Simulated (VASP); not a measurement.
Level of theory: PBE GGA, VASP's PBE PAW potentials (set 64) (plane waves; VASP).

VASP input:

File KPOINTS:
```
Automatic
0
Gamma
12 12 1
```

**POSCAR**
```
SnO monolayer
1
    3.8657671155     0.0000000000     0.0000000000
    0.0000000000     3.8657671155     0.0000000000
    0.0000000000     0.0000000000    19.0723514776
Sn O
2 2
Direct
  0.5000000000   0.0000000000   0.4370670000
  0.0000000000   0.5000000000   0.5629330000
  0.5000000000   0.5000000000   0.5000000000
  0.0000000000   0.0000000000   0.5000000000
```

INCAR:
```
ALGO = Normal
EDIFF = 1E-5
EDIFFG = -0.03
ENCUT = 500
GGA = PE
IBRION = 2
ISIF = 4
ISMEAR = 0
LASPH = .TRUE.
LCHARG = .FALSE.
LMAXMIX = 4
LREAL = .FALSE.
LWAVE = .TRUE.
NELM = 100
NELMIN = 4
NSW = 50
PREC = Normal
SIGMA = 0.05
SYSTEM = SnO monolayer
```

POTCAR, in this order: Sn_d O (PBE.64 set). Program: vasp_std.

The run wrote:

OSZICAR:
```
       N       E                     dE             d eps       ncg     rms          rms(c)
DAV:   1     0.362046272923E+03    0.36205E+03   -0.18901E+04  1536   0.149E+03
DAV:   2     0.353912139842E+02   -0.32666E+03   -0.32201E+03  1640   0.355E+02
DAV:   3    -0.245291536195E+02   -0.59920E+02   -0.59458E+02  1784   0.168E+02
DAV:   4    -0.267594251285E+02   -0.22303E+01   -0.22288E+01  1544   0.378E+01
DAV:   5    -0.268166989104E+02   -0.57274E-01   -0.57261E-01  1792   0.591E+00    0.120E+01
DAV:   6    -0.226038569813E+02    0.42128E+01   -0.29262E+01  2200   0.547E+01    0.494E+00
DAV:   7    -0.226263901347E+02   -0.22533E-01   -0.28428E+00  1416   0.101E+01    0.295E+00
DAV:   8    -0.226058660392E+02    0.20524E-01   -0.89455E-01  1968   0.678E+00    0.120E+00
DAV:   9    -0.225679511002E+02    0.37915E-01   -0.28807E-01  2112   0.454E+00    0.329E-01
DAV:  10    -0.225756802811E+02   -0.77292E-02   -0.46153E-02  2000   0.167E+00    0.433E-01
DAV:  11    -0.225710654738E+02    0.46148E-02   -0.29942E-02  1968   0.139E+00    0.448E-02
DAV:  12    -0.225715954705E+02   -0.53000E-03   -0.26491E-03  1552   0.317E-01    0.845E-02
DAV:  13    -0.225716995409E+02   -0.10407E-03   -0.50046E-04  1928   0.178E-01    0.284E-02
DAV:  14    -0.225718182189E+02   -0.11868E-03   -0.55375E-05  1584   0.449E-02    0.148E-02
DAV:  15    -0.225719480927E+02   -0.12987E-03   -0.26749E-05  1176   0.412E-02    0.626E-03
DAV:  16    -0.225720082740E+02   -0.60181E-04   -0.13394E-05  1160   0.287E-02    0.607E-03
DAV:  17    -0.225720331137E+02   -0.24840E-04   -0.55497E-06  1216   0.195E-02    0.516E-03
DAV:  18    -0.225720411515E+02   -0.80378E-05   -0.17139E-06  1208   0.107E-02
   1 F= -.22572041E+02 E0= -.22572041E+02  d E =-.225720E+02
       N       E                     dE             d eps       ncg     rms          rms(c)
DAV:   1    -0.225732335303E+02   -0.12004E-02   -0.44439E+00  1576   0.128E+01    0.554E-01
DAV:   2    -0.225840794451E+02   -0.10846E-01   -0.15347E-01  2136   0.310E+00    0.245E-01
DAV:   3    -0.225831933261E+02    0.88612E-03   -0.34640E-03  2056   0.493E-01    0.160E-01
DAV:   4    -0.225826238558E+02    0.56947E-03   -0.12130E-03  2024   0.351E-01    0.365E-02
DAV:   5    -0.225826427968E+02   -0.18941E-04   -0.34879E-04  2016   0.151E-01    0.179E-02
DAV:   6    -0.225826679312E+02   -0.25134E-04   -0.27311E-05  1192   0.596E-02    0.929E-03
DAV:   7    -0.225827377817E+02   -0.69851E-04   -0.22915E-05  1200   0.316E-02    0.478E-03
DAV:   8    -0.225827856630E+02   -0.47881E-04   -0.86714E-06  1152   0.243E-02    0.258E-03
DAV:   9    -0.225828473088E+02   -0.61646E-04   -0.14409E-05  1104   0.145E-02    0.166E-03
DAV:  10    -0.225828700092E+02   -0.22700E-04   -0.33920E-06  1200   0.894E-03    0.108E-03
DAV:  11    -0.225828810234E+02   -0.11014E-04   -0.22118E-06  1168   0.479E-03    0.508E-04
DAV:  12    -0.225828831736E+02   -0.21502E-05   -0.45542E-07  1152   0.353E-03
   2 F= -.22582883E+02 E0= -.22582883E+02  d E =-.108420E-01
       N       E                     dE             d eps       ncg     rms          rms(c)
DAV:   1    -0.225828848305E+02   -0.38071E-05   -0.53833E-02  1560   0.140E+00    0.585E-02
DAV:   2    -0.225830063541E+02   -0.12152E-03   -0.17558E-03  2144   0.351E-01    0.263E-02
DAV:   3    -0.225829968769E+02    0.94772E-05   -0.38551E-05  1544   0.514E-02    0.166E-02
DAV:   4    -0.225829902571E+02    0.66198E-05   -0.14025E-05  1184   0.367E-02
   3 F= -.22582990E+02 E0= -.22582990E+02  d E =-.109491E-01
       N       E                     dE             d eps       ncg     rms          rms(c)
DAV:   1    -0.225829817413E+02    0.15136E-04   -0.21384E-03  1632   0.283E-01    0.131E-02
DAV:   2    -0.225829862896E+02   -0.45483E-05   -0.67192E-05  1888   0.738E-02    0.532E-03
DAV:   3    -0.225829864117E+02   -0.12209E-06   -0.27788E-06   936   0.139E-02    0.296E-03
DAV:   4    -0.225829871254E+02   -0.71369E-06   -0.15927E-06  1024   0.106E-02
   4 F= -.22582987E+02 E0= -.22582987E+02  d E =-.109460E-01
       N       E                     dE             d eps       ncg     rms          rms(c)
DAV:   1    -0.225851428551E+02   -0.21564E-02   -0.10833E-01  1496   0.265E+00    0.245E-01
DAV:   2    -0.225842276008E+02    0.91525E-03   -0.40701E-03  1624   0.874E-01    0.146E-01
DAV:   3    -0.225836091977E+02    0.61840E-03   -0.13002E-03  1984   0.382E-01    0.342E-02
DAV:   4    -0.225836111752E+02   -0.19775E-05   -0.33693E-04  1784   0.184E-01    0.191E-02
DAV:   5    -0.225836034870E+02    0.76882E-05   -0.28303E-05  1416   0.522E-02
   5 F= -.22583603E+02 E0= -.22583603E+02  d E =-.616362E-03
       N       E                     dE             d eps       ncg     rms          rms(c)
DAV:   1    -0.225984336932E+02   -0.14823E-01   -0.97648E-01  1536   0.793E+00    0.731E-01
DAV:   2    -0.225899777713E+02    0.84559E-02   -0.33883E-02  1576   0.242E+00    0.437E-01
DAV:   3    -0.225844017317E+02    0.55760E-02   -0.12809E-02  2080   0.112E+00    0.104E-01
DAV:   4    -0.225844070799E+02   -0.53482E-05   -0.33001E-03  1760   0.571E-01    0.611E-02
DAV:   5    -0.225843275620E+02    0.79518E-04   -0.31328E-04  1760   0.168E-01    0.329E-02
DAV:   6    -0.225843177439E+02    0.98181E-05   -0.19521E-04  1640   0.112E-01    0.144E-02
DAV:   7    -0.225843291077E+02   -0.11364E-04   -0.24940E-05  1080   0.527E-02    0.548E-03
DAV:   8    -0.225843728077E+02   -0.43700E-04   -0.24029E-05  1064   0.272E-02    0.448E-03
DAV:   9    -0.225844141927E+02   -0.41385E-04   -0.15167E-05  1096   0.334E-02    0.463E-03
DAV:  10    -0.225844357060E+02   -0.21513E-04   -0.42400E-06  1160   0.203E-02    0.302E-03
DAV:  11    -0.225844420151E+02   -0.63091E-05   -0.19806E-06  1128   0.103E-02
   6 F= -.22584442E+02 E0= -.22584442E+02  d E =-.145489E-02
```

### OUTCAR
```
------------------------ aborting loop because EDIFF is reached ----------------------------------------
  FORCE on cell =-STRESS in cart. coord.  units (eV):
  Direction    XX          YY          ZZ          XY          YZ          ZX
  --------------------------------------------------------------------------------------
  Total       -0.0845639     -0.0845639     -0.0818665      0.0000000     -0.0000000      0.0000000
  in kB       -0.4753569     -0.4753569     -0.4601940      0.0000000     -0.0000000      0.0000000
  external PRESSURE =      -0.4703026 kB  Pullay stress =       0.0000000 kB
  volume of cell :      285.02
      direct lattice vectors                 reciprocal lattice vectors
     3.853374280 -0.000000000  0.000000000     0.259512813  0.000000000  0.000000000
     0.000000000  3.853374280 -0.000000000    -0.000000000  0.259512813  0.000000000
    -0.000000000 -0.000000000 19.195225909    -0.000000000  0.000000000  0.052096287
 POSITION                                       TOTAL-FORCE (eV/Angst)
 -----------------------------------------------------------------------------------
      1.92669     -0.00000      8.41949         0.000000      0.000000     -0.000931
     -0.00000      1.92669     10.77574        -0.000000     -0.000000      0.000931
      1.92669      1.92669      9.59761         0.000000     -0.000000      0.000000
     -0.00000     -0.00000      9.59761         0.000000     -0.000000      0.000000
 -----------------------------------------------------------------------------------
    total drift:                                0.000000      0.000000     -0.000000
  FREE ENERGIE OF THE ION-ELECTRON SYSTEM (eV)
  ---------------------------------------------------
  free  energy   TOTEN  =       -22.5844420151 eV

  energy  without entropy=      -22.5844420151  energy(sigma->0) =      -22.58444202

 reached required accuracy - stopping structural energy minimisation
```
(Selected blocks of OUTCAR.)

File CONTCAR:
```
SnO monolayer
   1.00000000000000
     3.8533742803798923   -0.0000000000000000    0.0000000000000000
     0.0000000000000000    3.8533742803798923   -0.0000000000000000
    -0.0000000000000000   -0.0000000000000000   19.1952259089134998
  Sn              O
     2     2
Direct
     0.5000000000000000    0.0000000000000000    0.4386241496516789
     0.0000000000000000    0.5000000000000000    0.5613758503483212
     0.5000000000000000    0.5000000000000000    0.5000000000000000
     0.0000000000000000    0.0000000000000000    0.5000000000000000
```

The cell is a sheet with vacuum, built from SnO (litharge).
